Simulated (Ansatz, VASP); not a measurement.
# HfCdS3: VASP beside Ansatz, part 2 of 3

One calculation is typed for both programs; each brings its own data sets. How far apart do they land? The cell is generated by rule, not measured, and may not be a known phase. The cell is taken from a series of runs on this material, whose earlier steps may have relaxed, scaled, displaced or heated it; both programs get it as it stands.

VASP 6.6.1 and Ansatz 0.2.0.

So far: The structure; VASP: zone-centre phonons, PBEsol.

### Step 2. VASP: zone-centre phonons, PBEsol (continued)

Level of this step: PBEsol; plane waves and PAW (Cd, Hf_pv, S); invented cell (VASP).

OUTCAR, selected parts (step 2):

```text
ion  position               nearest neighbor table
   1  0.000  0.000  0.000-
   2  0.500  0.500  0.500-   3 2.44   4 2.44   5 2.44   3 2.44   4 2.44   5 2.44
   3  0.500  0.500  0.000-   2 2.44   2 2.44
   4  0.500  0.000  0.500-   2 2.44   2 2.44
   5  0.000  0.500  0.500-   2 2.44   2 2.44

  LATTYP: Found a simple cubic cell.
 ALAT       =     4.8837284230

 Subroutine GETGRP returns: Found 48 space group operations
 (whereof 48 operations were pure point group operations)

The static configuration has the point symmetry O_h .

 Found     35 irreducible k-points:

   k-points           NKPTS =     35   k-points in BZ     NKDIM =     35   number of bands    NBANDS=     26

   dimension x,y,z NGX =    36 NGY =   36 NGZ =   36
   dimension x,y,z NGXF=    72 NGYF=   72 NGZF=   72

   ENCUT  =  500.0 eV  36.75 Ry    6.06 a.u.   8.90  8.90  8.90*2*pi/ulx,y,z

   NELECT =      40.0000    total number of electrons

 k-points in reciprocal lattice and weights: Automatic mesh
   0.00000000  0.00000000  0.00000000       0.002
   0.12500000  0.00000000  0.00000000       0.012
   0.25000000  0.00000000  0.00000000       0.012
   0.37500000  0.00000000  0.00000000       0.012
   0.50000000  0.00000000  0.00000000       0.006
   0.12500000  0.12500000  0.00000000       0.023
   0.25000000  0.12500000  0.00000000       0.047
   0.37500000  0.12500000  0.00000000       0.047
   0.50000000  0.12500000  0.00000000       0.023
[...]
0.50000000  0.50000000  0.37500000       0.012
   0.50000000  0.50000000  0.50000000       0.002

 average (electrostatic) potential at core
       1 -38.6172       2 -39.1752       3 -88.0382       4 -88.0382       5 -88.0382

  Total       -0.1636203     -0.1636203     -0.1636203     -0.0000000     -0.0000000      0.0000000
  in kB       -2.2505737     -2.2505737     -2.2505737     -0.0000000     -0.0000000      0.0000000
  external PRESSURE =      -2.2505737 kB  Pullay stress =       0.0000000 kB

  energy-cutoff  :      500.00
  volume of cell :      116.48
      direct lattice vectors                 reciprocal lattice vectors
     4.883728423  0.000000000  0.000000000     0.204761591  0.000000000  0.000000000
[...]
POSITION                                       TOTAL-FORCE (eV/Angst)
 -----------------------------------------------------------------------------------
      0.00000      0.00000      0.00000         0.000000      0.000000      0.000000
      2.44186      2.44186      2.44186         0.000000      0.000000      0.000000
      2.44186      2.44186      0.00000         0.000000      0.000000      0.000000
      2.44186      0.00000      2.44186         0.000000      0.000000      0.000000
      0.00000      2.44186      2.44186         0.000000      0.000000      0.000000
 -----------------------------------------------------------------------------------
    total drift:                                0.000000      0.000000      0.000000

 Eigenvectors and eigenvalues of the dynamical matrix
 ----------------------------------------------------

   1 f  =   10.877148 THz    68.343136 2PiTHz  362.822602 cm-1    44.984249 meV
             X         Y         Z           dx          dy          dz
      0.000000  0.000000  0.000000    -0.003674    0.001781    0.000000
      2.441864  2.441864  2.441864     0.225687   -0.109413    0.000000
      2.441864  2.441864  0.000000     0.158325   -0.076756    0.000000
      2.441864  0.000000  2.441864     0.158325    0.408102   -0.000000
      0.000000  2.441864  2.441864    -0.841792   -0.076756   -0.000000

   2 f  =   10.877148 THz    68.343136 2PiTHz  362.822602 cm-1    44.984249 meV
             X         Y         Z           dx          dy          dz
      0.000000  0.000000  0.000000    -0.001781   -0.003674    0.000000
      2.441864  2.441864  2.441864     0.109413    0.225687   -0.000000
      2.441864  2.441864  0.000000     0.076756    0.158325    0.000000
      2.441864  0.000000  2.441864     0.076756   -0.841792   -0.000000
      0.000000  2.441864  2.441864    -0.408102    0.158325   -0.000000

   3 f  =   10.877148 THz    68.343136 2PiTHz  362.822602 cm-1    44.984249 meV
             X         Y         Z           dx          dy          dz
      0.000000  0.000000  0.000000     0.000000   -0.000000    0.004083
      2.441864  2.441864  2.441864    -0.000000   -0.000000   -0.250811
      2.441864  2.441864  0.000000    -0.000000   -0.000000    0.935500
      2.441864  0.000000  2.441864    -0.000000    0.000000   -0.175949
      0.000000  2.441864  2.441864     0.000000   -0.000000   -0.175949

   4 f  =    0.011533 THz     0.072463 2PiTHz    0.384692 cm-1     0.047696 meV
             X         Y         Z           dx          dy          dz
      0.000000  0.000000  0.000000     0.217615   -0.489351    0.000334
      2.441864  2.441864  2.441864     0.277938   -0.625002    0.000426
      2.441864  2.441864  0.000000     0.115734   -0.260251    0.000179
      2.441864  0.000000  2.441864     0.115734   -0.263325    0.000177
      0.000000  2.441864  2.441864     0.117101   -0.260251    0.000177

   5 f  =    0.011533 THz     0.072463 2PiTHz    0.384692 cm-1     0.047696 meV
             X         Y         Z           dx          dy          dz
      0.000000  0.000000  0.000000    -0.488403   -0.217215   -0.033181
      2.441864  2.441864  2.441864    -0.623790   -0.277428   -0.042379
      2.441864  2.441864  0.000000    -0.259747   -0.115521   -0.017855
      2.441864  0.000000  2.441864    -0.259747   -0.116886   -0.017646
      0.000000  2.441864  2.441864    -0.262815   -0.115521   -0.017646

   6 f  =    0.011533 THz     0.072463 2PiTHz    0.384692 cm-1     0.047696 meV
             X         Y         Z           dx          dy          dz
      0.000000  0.000000  0.000000    -0.030453   -0.013178    0.534528
      2.441864  2.441864  2.441864    -0.038895   -0.016831    0.682701
      2.441864  2.441864  0.000000    -0.016196   -0.007009    0.287635
      2.441864  0.000000  2.441864    -0.016196   -0.007091    0.284277
      0.000000  2.441864  2.441864    -0.016387   -0.007009    0.284277

   7 f/i=    1.187204 THz     7.459420 2PiTHz   39.600850 cm-1     4.909877 meV
             X         Y         Z           dx          dy          dz
      0.000000  0.000000  0.000000    -0.031827   -0.052138    0.668474
      2.441864  2.441864  2.441864     0.031583    0.051738   -0.663354
      2.441864  2.441864  0.000000    -0.010380   -0.017005   -0.098752
      2.441864  0.000000  2.441864    -0.010380    0.007702    0.218026
      0.000000  2.441864  2.441864     0.004702   -0.017005    0.218026

   8 f/i=    1.187204 THz     7.459420 2PiTHz   39.600850 cm-1     4.909877 meV
             X         Y         Z           dx          dy          dz
      0.000000  0.000000  0.000000    -0.434118   -0.508420   -0.060323
      2.441864  2.441864  2.441864     0.430793    0.504527    0.059861
      2.441864  2.441864  0.000000    -0.141590   -0.165824    0.008911
      2.441864  0.000000  2.441864    -0.141590    0.075108   -0.019675
      0.000000  2.441864  2.441864     0.064131   -0.165824   -0.019675

   9 f/i=    1.187204 THz     7.459420 2PiTHz   39.600850 cm-1     4.909877 meV
             X         Y         Z           dx          dy          dz
      0.000000  0.000000  0.000000    -0.510996    0.435177    0.009613
      2.441864  2.441864  2.441864     0.507083   -0.431844   -0.009539
      2.441864  2.441864  0.000000    -0.166664    0.141935   -0.001420
      2.441864  0.000000  2.441864    -0.166664   -0.064288    0.003135
      0.000000  2.441864  2.441864     0.075488    0.141935    0.003135

  10 f/i=    3.296220 THz    20.710760 2PiTHz  109.950058 cm-1    13.632064 meV
             X         Y         Z           dx          dy          dz
      0.000000  0.000000  0.000000     0.422440   -0.091239    0.275307
      2.441864  2.441864  2.441864     0.131656   -0.028435    0.085802
      2.441864  2.441864  0.000000    -0.480694    0.103821   -0.096039
      2.441864  0.000000  2.441864    -0.480694    0.031828   -0.313272
      0.000000  2.441864  2.441864    -0.147365    0.103821   -0.313272

  11 f/i=    3.296220 THz    20.710760 2PiTHz  109.950058 cm-1    13.632064 meV
             X         Y         Z           dx          dy          dz
      0.000000  0.000000  0.000000     0.241361    0.380301   -0.244316
      2.441864  2.441864  2.441864     0.075222    0.118523   -0.076143
      2.441864  2.441864  0.000000    -0.274644   -0.432744    0.085228
      2.441864  0.000000  2.441864    -0.274644   -0.132665    0.278007
      0.000000  2.441864  2.441864    -0.084197   -0.432744    0.278007

  12 f/i=    3.296220 THz    20.710760 2PiTHz  109.950058 cm-1    13.632064 meV
             X         Y         Z           dx          dy          dz
      0.000000  0.000000  0.000000    -0.160822    0.331090    0.356496
      2.441864  2.441864  2.441864    -0.050121    0.103187    0.111105
      2.441864  2.441864  0.000000     0.182999   -0.376747   -0.124361
      2.441864  0.000000  2.441864     0.182999   -0.115498   -0.405657
      0.000000  2.441864  2.441864     0.056101   -0.376747   -0.405657

  13 f/i=    3.987017 THz    25.051167 2PiTHz  132.992574 cm-1    16.488970 meV
             X         Y         Z           dx          dy          dz
      0.000000  0.000000  0.000000     0.000000    0.000000   -0.000000
      2.441864  2.441864  2.441864    -0.000000   -0.000000   -0.000000
      2.441864  2.441864  0.000000     0.012623   -0.011657   -0.000000
      2.441864  0.000000  2.441864    -0.012623   -0.000000    0.706898
      0.000000  2.441864  2.441864    -0.000000    0.011657   -0.706898

  14 f/i=    3.987017 THz    25.051167 2PiTHz  132.992574 cm-1    16.488970 meV
             X         Y         Z           dx          dy          dz
      0.000000  0.000000  0.000000    -0.000000    0.000000    0.000000
      2.441864  2.441864  2.441864    -0.000000    0.000000   -0.000000
      2.441864  2.441864  0.000000    -0.706859    0.013605    0.000000
      2.441864  0.000000  2.441864     0.706859    0.000000    0.012847
      0.000000  2.441864  2.441864     0.000000   -0.013605   -0.012847

  15 f/i=    3.987017 THz    25.051167 2PiTHz  132.992574 cm-1    16.488970 meV
             X         Y         Z           dx          dy          dz
      0.000000  0.000000  0.000000    -0.000000    0.000000    0.000000
      2.441864  2.441864  2.441864    -0.000000   -0.000000    0.000000
      2.441864  2.441864  0.000000     0.013813    0.706880   -0.000000
      2.441864  0.000000  2.441864    -0.013813   -0.000000    0.011410
      0.000000  2.441864  2.441864     0.000000   -0.706880   -0.011410

 ELASTIC MODULI CONTR FROM IONIC RELAXATION (kBar)
 Direction    XX          YY          ZZ          XY          YZ          ZX
 --------------------------------------------------------------------------------
 XX           0.0000      0.0000      0.0000      0.0000      0.0000      0.0000
 YY           0.0000      0.0000      0.0000      0.0000      0.0000      0.0000
 ZZ           0.0000      0.0000      0.0000      0.0000      0.0000      0.0000
 XY           0.0000      0.0000      0.0000      0.0000      0.0000      0.0000
 YZ           0.0000      0.0000      0.0000      0.0000      0.0000      0.0000
 ZX           0.0000      0.0000      0.0000      0.0000      0.0000      0.0000
 --------------------------------------------------------------------------------
```

Harder data sets than Hf_pv exist (the GW ones), and pressures, volumes and forces can shift noticeably with them.

(Part 2 of 3 ends here.)

[Lines on the potential files, build, host, timing and source positions are cut from VASP's logs without a mark.]

[Logs are printed without paths, hosts, clocks, repeated set-up lines and the standing remarks that a program may print on its own settings, such as how far it seeks lower states.]

[Hosts, paths, dates, database ids (printed as entryN), source tags and the programs' standing remarks are cut or masked in the printed files.]
